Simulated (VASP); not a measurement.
Calculation: PBEsol GGA, VASP's PBE PAW potentials (set 64) (plane waves; VASP).

VASP input:

File POSCAR:
```
SiGe
1
    3.1943919784     0.0000000000     0.0000000000
    0.0000000000     3.1943919784     0.0000000000
    0.0000000000     0.0000000000     3.1943919784
Si Ge
1 1
Direct
  0.0000000000   0.0000000000   0.0000000000
  0.5000000000   0.5000000000   0.5000000000
```

### KPOINTS
```
K-points
0
G
 13 13 13
```

**INCAR**
```
LCHARG = .TRUE.
LMAXMIX = 4
ISMEAR = -5
ENCUT = 400   # plane-wave cut-off (eV)
ISIF = 2   # forces and stress, cell fixed
NELM = 100   # most electronic steps
LORBIT = 11
SYSTEM = SiGe
NEDOS = 601   # DOS grid
EDIFF = 1E-7   # SCF stop (eV)
LWAVE = .FALSE.
LASPH = .TRUE.   # aspherical one-centre terms
GGA = PS   # PBEsol
PREC = Accurate
LREAL = .FALSE.   # projection in real space or not
ALGO = Normal   # blocked Davidson
```

POTCAR, in this order: Si Ge_d (PBE.64 set). Program: vasp_std.

Output of the run:

File OSZICAR:
```
       N       E                     dE             d eps       ncg     rms          rms(c)
DAV:   1     0.725498285200E+02    0.72550E+02   -0.81314E+03  2345   0.276E+03
DAV:   2    -0.277265984671E+01   -0.75322E+02   -0.72954E+02  2329   0.420E+02
DAV:   3    -0.977309849122E+01   -0.70004E+01   -0.69405E+01  2654   0.846E+01
DAV:   4    -0.990563975764E+01   -0.13254E+00   -0.13266E+00  2494   0.120E+01
DAV:   5    -0.990826393283E+01   -0.26242E-02   -0.26287E-02  2686   0.191E+00    0.265E+00
DAV:   6    -0.987496538528E+01    0.33299E-01   -0.28293E-02  2694   0.347E+00    0.145E+00
DAV:   7    -0.986037757920E+01    0.14588E-01   -0.18361E-02  2669   0.201E+00    0.109E-01
DAV:   8    -0.985997114419E+01    0.40644E-03   -0.10681E-03  2739   0.673E-01    0.768E-02
DAV:   9    -0.985994595614E+01    0.25188E-04   -0.61491E-05  2694   0.157E-01    0.161E-02
DAV:  10    -0.985994369173E+01    0.22644E-05   -0.40283E-06  2649   0.261E-02    0.763E-03
DAV:  11    -0.985994419741E+01   -0.50568E-06   -0.25232E-07  2209   0.361E-03    0.417E-04
DAV:  12    -0.985994411270E+01    0.84706E-07   -0.38384E-08  1297   0.445E-03
   1 F= -.98599441E+01 E0= -.98599441E+01  d E =0.000000E+00
```

### OUTCAR
```
------------------------ aborting loop because EDIFF is reached ----------------------------------------
  FORCE on cell =-STRESS in cart. coord.  units (eV):
  Direction    XX          YY          ZZ          XY          YZ          ZX
  --------------------------------------------------------------------------------------
  Total        0.0966159      0.0966159      0.0966159     -0.0000000     -0.0000000      0.0000000
  in kB        4.7489167      4.7489167      4.7489167     -0.0000000     -0.0000000      0.0000000
  external PRESSURE =       4.7489167 kB  Pullay stress =       0.0000000 kB
  volume of cell :       32.60
      direct lattice vectors                 reciprocal lattice vectors
     3.194391978  0.000000000  0.000000000     0.313048620  0.000000000  0.000000000
     0.000000000  3.194391978  0.000000000     0.000000000  0.313048620  0.000000000
     0.000000000  0.000000000  3.194391978     0.000000000  0.000000000  0.313048620
 POSITION                                       TOTAL-FORCE (eV/Angst)
 -----------------------------------------------------------------------------------
      0.00000      0.00000      0.00000         0.000000      0.000000      0.000000
      1.59720      1.59720      1.59720         0.000000      0.000000      0.000000
 -----------------------------------------------------------------------------------
    total drift:                                0.000000      0.000000     -0.000000
  FREE ENERGIE OF THE ION-ELECTRON SYSTEM (eV)
  ---------------------------------------------------
  free  energy   TOTEN  =        -9.8599441127 eV

  energy  without entropy=       -9.8599441127  energy(sigma->0) =       -9.85994411

 total charge

# of ion       s       p       d       tot
------------------------------------------
    1        0.868   0.674   0.000   1.541
    2        1.234   0.990  10.057  12.281
--------------------------------------------------
tot          2.101   1.664  10.057  13.822
```
(Selected blocks of OUTCAR.)

**OUTCAR**
```
 val. band max:        8.6277457177   @ k =   0.2308   0.0000   0.0000

 cond. band min:       7.8729312426   @ k =   0.0000   0.0000   0.0000


 Fermi energy:         8.4066957085

 k-point     1 :       0.0000    0.0000    0.0000
  band No.  band energies     occupation
      1     -16.2025      2.00000
      2     -16.2025      2.00000
      3     -16.1526      2.00000
      4     -16.1526      2.00000
      5     -16.1526      2.00000
      6      -5.4838      2.00000
      7       7.7119      2.00000
      8       7.8729      2.00000
      9       7.8729      2.00000
     10       7.8729      0.95498
     11      11.7646      0.00000
     12      11.7646      0.00000
     13      18.8322      0.00000

 k-point     2 :       0.0769    0.0000    0.0000
  band No.  band energies     occupation
      1     -16.2021      2.00000
      2     -16.1993      2.00000
      3     -16.1535      2.00000
      4     -16.1535      2.00000
      5     -16.1524      2.00000
      6      -5.3981      2.00000
      7       6.3279      2.00000
      8       7.9572      2.00000
      9       7.9572      2.00000
     10       8.6605      0.04853
     11      11.8444      0.00000
     12      12.5829      0.00000
     13      18.2929      0.00000

 k-point     3 :       0.1538    0.0000    0.0000
  band No.  band energies     occupation
      1     -16.2015      2.00000
      2     -16.1910      2.00000
      3     -16.1562      2.00000
      4     -16.1562      2.00000
      5     -16.1520      2.00000
      6      -5.1412      2.00000
      7       4.6436      2.00000
      8       8.2094      1.98335
      9       8.2094      1.93359
     10       9.1401      0.00000
     11      12.0823      0.00000
     12      14.4472      0.00000
     13      17.1014      0.00000

 k-point     4 :       0.2308    0.0000    0.0000
  band No.  band energies     occupation
      1     -16.2006      2.00000
      2     -16.1797      2.00000
      3     -16.1602      2.00000
...
```

For a metal the tetrahedron method with Blöchl corrections gives inexact stress and forces.

The structure was generated: SiGe was put into the CsCl type type (Pm-3m), which need not be its known phase. It was relaxed first, which changed the volume by +20 %. VASP warned that the highest band is occupied, so more bands are needed.
